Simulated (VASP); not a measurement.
An input for Quantum ESPRESSO's pw.x (written as the equivalent of a VASP run, and not itself run):

```
&CONTROL
  calculation = 'vc-relax'
  pseudo_dir = './pseudo'
  outdir = './out'
  tprnfor = .true.
  tstress = .true.
  nstep = 40
  forc_conv_thr = 0.00078
/
&SYSTEM
  ibrav = 0
  nat = 2
  ntyp = 2
  ecutwfc = 84
  occupations = 'smearing'
  smearing = 'gaussian'
  degauss = 0.003675
  input_dft = 'pbesol'
/
&ELECTRONS
  conv_thr = 7.3e-08
  electron_maxstep = 100
/
&IONS
/
&CELL
  press = 50
/
ATOMIC_SPECIES
  Al 26.982 Al.upf
  N 14.007 N.upf
CELL_PARAMETERS angstrom
    -0.0000000    2.1710847    2.1710847
     2.1710847    0.0000000    2.1710847
     2.1710847    2.1710847   -0.0000000
ATOMIC_POSITIONS crystal
  Al   0.0000000  0.0000000  0.0000000
  N    0.2500000  0.2500000  0.2500000
K_POINTS automatic
  10 10 10 0 0 0
```

Translate this input to VASP (INCAR, KPOINTS, POSCAR, choice of POTCAR).

This is not unique; one that fits is 
INCAR:
```
! general
SYSTEM =AlN
PREC   =Accurate
ENCUT  =620
LREAL  =F   ! projection in real space or not
LASPH  =T

! electronic loop
EDIFF  =1E-6
NELM   =100   ! most electronic steps
ALGO   =Normal

! smearing
ISMEAR =0
SIGMA  =0.05   ! width (eV)

! functional
GGA    =PS   ! PBEsol

! ions
IBRION =2   ! conjugate gradients
NSW    =40   ! most ionic steps
ISIF   =3   ! ions, shape and volume
EDIFFG =-0.02   ! ionic stop
PSTRESS=50   ! kbar

! output
LWAVE  =F
LCHARG =F
```

File KPOINTS:
```
Automatic mesh
0
Gamma
10 10 10
0 0 0
```

**POSCAR**
```
AlN
1
   -0.0000000000     2.1710847113     2.1710847113
    2.1710847113     0.0000000000     2.1710847113
    2.1710847113     2.1710847113    -0.0000000000
Al N
1 1
Direct
  0.0000000000   0.0000000000   0.0000000000
  0.2500000000   0.2500000000   0.2500000000
```

POTCAR, in this order: Al N (PBE.64 set). Program: vasp_std.

What does not carry over: the potentials are each code's own (VASP's PAW set, PseudoDojo norm-conserving files in pw.x), so ENCUT and ecutwfc are chosen apart and not converted; conv_thr bounds pw.x's estimated SCF error, while EDIFF bounds the energy change between steps; forc_conv_thr acts on force components and is met together with etot_conv_thr.

The compound is AlN in the zinc blende structure, a metastable form; wurtzite is the usual one. It was relaxed first under an external pressure of 5 GPa.
